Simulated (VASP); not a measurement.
Output of a VASP run:

**OSZICAR**
```
       N       E                     dE             d eps       ncg     rms          rms(c)
DAV:   1     0.557502856230E+01    0.55750E+01   -0.14972E+03   882   0.436E+02
DAV:   2    -0.410841306888E+01   -0.96834E+01   -0.90370E+01  1182   0.665E+01
DAV:   3    -0.427390356956E+01   -0.16549E+00   -0.16451E+00  1056   0.914E+00
DAV:   4    -0.427446477825E+01   -0.56121E-03   -0.56116E-03  1182   0.685E-01
DAV:   5    -0.427446690988E+01   -0.21316E-05   -0.21319E-05  1092   0.312E-02    0.197E+00
DAV:   6    -0.426971926542E+01    0.47476E-02   -0.14942E-03  1020   0.244E-01    0.114E+00
DAV:   7    -0.426695118020E+01    0.27681E-02   -0.31287E-03   942   0.350E-01    0.320E-02
DAV:   8    -0.426694238956E+01    0.87906E-05   -0.27289E-05  1134   0.542E-02    0.782E-03
DAV:   9    -0.426694217704E+01    0.21252E-06   -0.38253E-07   876   0.606E-03
   1 F= -.42669422E+01 E0= -.42667937E+01  d E =-.426694E+01
       N       E                     dE             d eps       ncg     rms          rms(c)
DAV:   1    -0.435785917018E+01   -0.90917E-01   -0.22675E+00   912   0.852E+00    0.123E+00
DAV:   2    -0.430997232229E+01    0.47887E-01   -0.39346E-02   888   0.164E+00    0.694E-01
DAV:   3    -0.428481781285E+01    0.25155E-01   -0.50314E-02   882   0.129E+00    0.195E-01
DAV:   4    -0.428477720121E+01    0.40612E-04   -0.29100E-04   984   0.180E-01    0.154E-01
DAV:   5    -0.428471201613E+01    0.65185E-04   -0.23886E-05   912   0.454E-02    0.303E-02
DAV:   6    -0.428470961071E+01    0.24054E-05   -0.64198E-07   930   0.716E-03    0.576E-03
DAV:   7    -0.428470953235E+01    0.78366E-07   -0.13898E-08   510   0.115E-03
   2 F= -.42847095E+01 E0= -.42842269E+01  d E =-.177674E-01
       N       E                     dE             d eps       ncg     rms          rms(c)
DAV:   1    -0.430321878022E+01   -0.18509E-01   -0.32749E-01   912   0.333E+00    0.463E-01
DAV:   2    -0.429644859351E+01    0.67702E-02   -0.53586E-03   876   0.606E-01    0.260E-01
DAV:   3    -0.429292609758E+01    0.35225E-02   -0.68512E-03   888   0.480E-01    0.791E-02
DAV:   4    -0.429292034161E+01    0.57560E-05   -0.40100E-05   948   0.663E-02    0.633E-02
DAV:   5    -0.429290791171E+01    0.12430E-04   -0.35711E-06   876   0.179E-02    0.932E-03
DAV:   6    -0.429290797821E+01   -0.66500E-07   -0.83407E-08   570   0.264E-03
   3 F= -.42929080E+01 E0= -.42924519E+01  d E =-.259658E-01
```

OUTCAR:
```
------------------------ aborting loop because EDIFF is reached ----------------------------------------
  FORCE on cell =-STRESS in cart. coord.  units (eV):
  Direction    XX          YY          ZZ          XY          YZ          ZX
  --------------------------------------------------------------------------------------
  Total        0.0063767      0.0063767      0.0063767      0.0000000      0.0000000      0.0000000
  in kB        0.3892005      0.3892005      0.3892005      0.0000000      0.0000000      0.0000000
  external PRESSURE =       0.3892005 kB  Pullay stress =       0.0000000 kB
  volume of cell :       26.25
      direct lattice vectors                 reciprocal lattice vectors
    -0.000000000  2.358852922  2.358852922    -0.211967434  0.211967434  0.211967434
     2.358852922  0.000000000  2.358852922     0.211967434 -0.211967434  0.211967434
     2.358852922  2.358852922 -0.000000000     0.211967434  0.211967434 -0.211967434
 POSITION                                       TOTAL-FORCE (eV/Angst)
 -----------------------------------------------------------------------------------
      0.00000      0.00000      0.00000         0.000000     -0.000000     -0.000000
 -----------------------------------------------------------------------------------
    total drift:                                0.000000      0.000000     -0.000000
  FREE ENERGIE OF THE ION-ELECTRON SYSTEM (eV)
  ---------------------------------------------------
  free  energy   TOTEN  =        -4.2929079782 eV

  energy  without entropy=       -4.2915398508  energy(sigma->0) =       -4.29245194

 reached required accuracy - stopping structural energy minimisation
```
(Selected blocks of OUTCAR.)

File POSCAR:
```
Sb
1
    0.0000000000     2.3050000000     2.3050000000
    2.3050000000     0.0000000000     2.3050000000
    2.3050000000     2.3050000000     0.0000000000
Sb
1
Direct
  0.0000000000   0.0000000000   0.0000000000
```

Q: Write an INCAR and KPOINTS that could have produced this output.

A: This is not unique; one that fits is the input of the run itself, PBEsol GGA, plane waves, VASP's PBE PAW potentials (set 64).

### INCAR
```
SYSTEM = Sb
PREC = Accurate
ENCUT = 400
EDIFF = 1E-6
NELM = 100
ALGO = Normal
LREAL = .FALSE.
LASPH = .TRUE.
ISMEAR = 1
SIGMA = 0.1
GGA = PS
LMAXMIX = 4
LWAVE = .FALSE.
LCHARG = .FALSE.
IBRION = 2
ISIF = 3
NSW = 60
EDIFFG = -0.01
```

KPOINTS:
```
Automatic mesh
0
Gamma
12 12 12
0 0 0
```

POTCAR, in this order: Sb (PBE.64 set). Program: vasp_std.

Energy and stress use the plane-wave basis of the starting cell.

The structure comes from a measured Sb entry (Fm-3m) of the Crystallography Open Database, whose conditions weren't checked. This run relaxes it. Symmetry was kept, so distortions that lower it aren't found.
